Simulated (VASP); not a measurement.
A VASP calculation is set up with these files.

**INCAR**
```
AGGAC  =  0.0
ALGO  =  Normal
EDIFF  =  1E-6
EDIFFG  =  -0.02
ENCUT  =  520
GGA  =  BO
IBRION  =  2
ISIF  =  3
ISMEAR  =  0
LASPH  =  .TRUE.
LCHARG  =  .FALSE.
LMAXMIX  =  4
LREAL  =  .FALSE.
LUSE_VDW  =  .TRUE.
LWAVE  =  .FALSE.
NELM  =  100
NSW  =  60
PARAM1  =  0.1833333333
PARAM2  =  0.22
PREC  =  Accurate
SIGMA  =  0.05
SYSTEM  =  Cu2O
```

**POSCAR**
```
Cu2O
1
    4.2952596769     0.0000000000    -0.0000000000
   -0.0000000000     4.2952596769     0.0000000000
   -0.0000000000     0.0000000000     4.2952596769
Cu O
4 2
Direct
  0.7500000000   0.2500000000   0.7500000000
  0.2500000000   0.7500000000   0.7500000000
  0.7500000000   0.7500000000   0.2500000000
  0.2500000000   0.2500000000   0.2500000000
  0.0000000000   0.0000000000   0.0000000000
  0.5000000000   0.5000000000   0.5000000000
```

**KPOINTS**
```
Automatic mesh
0
Gamma
5 5 5
0 0 0
```

POTCAR, in this order: Cu O (PBE.64 set). Program: vasp_std.

Question: Write an equivalent input for Quantum ESPRESSO's pw.x.

Answer: One equivalent input (not run):
```
&CONTROL
  calculation = 'vc-relax'
  pseudo_dir = './pseudo'
  outdir = './out'
  tprnfor = .true.
  tstress = .true.
  nstep = 60
  forc_conv_thr = 0.00078
/
&SYSTEM
  ibrav = 0
  nat = 6
  ntyp = 2
  ecutwfc = 92
  occupations = 'smearing'
  smearing = 'gaussian'
  degauss = 0.003675
  input_dft = 'vdw-df-obk8'
/
&ELECTRONS
  conv_thr = 7.3e-08
  electron_maxstep = 100
/
&IONS
/
&CELL
/
ATOMIC_SPECIES
  Cu 63.546 Cu.upf
  O 15.999 O.upf
CELL_PARAMETERS angstrom
     4.2952597    0.0000000   -0.0000000
    -0.0000000    4.2952597    0.0000000
    -0.0000000    0.0000000    4.2952597
ATOMIC_POSITIONS crystal
  Cu   0.7500000  0.2500000  0.7500000
  Cu   0.2500000  0.7500000  0.7500000
  Cu   0.7500000  0.7500000  0.2500000
  Cu   0.2500000  0.2500000  0.2500000
  O    0.0000000  0.0000000  0.0000000
  O    0.5000000  0.5000000  0.5000000
K_POINTS automatic
  5 5 5 0 0 0
```
The two are equivalent in intent, not identical: the potentials are each code's own (VASP's PAW set, PseudoDojo norm-conserving files in pw.x), so ENCUT and ecutwfc are chosen apart and not converted; conv_thr bounds pw.x's estimated SCF error, while EDIFF bounds the energy change between steps; forc_conv_thr acts on force components and is met together with etot_conv_thr.

The compound is Cu2O in the cuprite structure. It was relaxed first. The start is the result of an earlier pass.
